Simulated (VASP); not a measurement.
Data:

```yaml
crystal:
  lattice:
    - [-4.04723, 4.04723, 4.04723]
    - [4.04723, -4.04723, 4.04723]
    - [4.04723, 4.04723, -4.04723]
  atoms:
    - { symbol: Co, position: [0.50000, 0.50000, 0.50000] }
    - { symbol: Co, position: [0.00000, 0.00000, 0.50000] }
    - { symbol: Co, position: [0.00000, 0.50000, 0.00000] }
    - { symbol: Co, position: [0.50000, 0.00000, 0.00000] }
    - { symbol: As, position: [0.65970, 0.15269, 0.81239] }
    - { symbol: As, position: [0.34030, 0.84731, 0.18761] }
    - { symbol: As, position: [0.65970, 0.84731, 0.50701] }
    - { symbol: As, position: [0.34030, 0.15269, 0.49299] }
    - { symbol: As, position: [0.81239, 0.65970, 0.15269] }
    - { symbol: As, position: [0.50701, 0.65970, 0.84731] }
    - { symbol: As, position: [0.49299, 0.34030, 0.15269] }
    - { symbol: As, position: [0.18761, 0.34030, 0.84731] }
    - { symbol: As, position: [0.15269, 0.81239, 0.65970] }
    - { symbol: As, position: [0.15269, 0.49299, 0.34030] }
    - { symbol: As, position: [0.84731, 0.18761, 0.34030] }
    - { symbol: As, position: [0.84731, 0.50701, 0.65970] }
```

Calculation: LDA (Ceperley-Alder, Perdew-Zunger), VASP's LDA PAW potentials (set 64) (plane waves; VASP). Run with LREAL = Auto, 400 eV cut-off, 6×6×6 Γ-centred mesh, tetrahedra with Blöchl corrections, potentials Co As.

Task: What does the run give for the energy per atom (σ→0), band gap (on the k-mesh) with the smallest direct gap where there is one?

Result: 
```json
{
  "band gap (on the k-mesh)": "none (metal, semimetal or under 0.01 eV)",
  "energy per atom (σ→0)": "-624.1 kJ/mol-atom"
}
```

Total energies compare only between runs with the same potentials, cut-off and functional.

The compound is CoAs3 in the sg204 structure. It was relaxed first, which changed the volume by +22 %. The run is not spin-polarised, so no magnetic state was tried.
